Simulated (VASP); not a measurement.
All values below come from PBE GGA, VASP's PBE PAW potentials (set 64) (plane waves; VASP 6.6.1).

Input for VASP

KPOINTS:
```
Automatic mesh
0
Gamma
8 8 8
0 0 0
```

File POSCAR:
```
Rb
1
   -2.8250000000     2.8250000000     2.8250000000
    2.8250000000    -2.8250000000     2.8250000000
    2.8250000000     2.8250000000    -2.8250000000
Rb
1
Direct
  0.0000000000   0.0000000000   0.0000000000
```

INCAR:
```
! general
SYSTEM   =  Rb
PREC     =  Accurate
ENCUT    =  400
LREAL    =  .FALSE.
LASPH    =  .TRUE.

! electronic loop
EDIFF    =  1E-6
NELM     =  100
ALGO     =  Normal
LMAXMIX  =  4

! smearing
ISMEAR   =  1
SIGMA    =  0.1

! functional
GGA      =  PE

! ions
IBRION   =  2
NSW      =  60
ISIF     =  3
EDIFFG   =  -0.01

! output
LWAVE    =  .FALSE.
LCHARG   =  .FALSE.
```

POTCAR, in this order: Rb_sv (PBE.64 set). Program: vasp_std.

What will the output report for the number of irreducible k-points (NKPTS), number of bands (NBANDS), largest plane-wave count, number of space-group operations, FFT grid (NGX, NGY, NGZ)?

```json
{
 "number of irreducible k-points (NKPTS)": "29",
 "number of bands (NBANDS)": "8",
 "largest_plane_wave_count": "1664",
 "number_of_space_group_operations": "48",
 "FFT grid (NGX, NGY, NGZ)": "32 × 32 × 32"
}
```

The compound is Rb in the bcc structure. This run relaxes it. Symmetry was kept, so distortions that lower it aren't found.
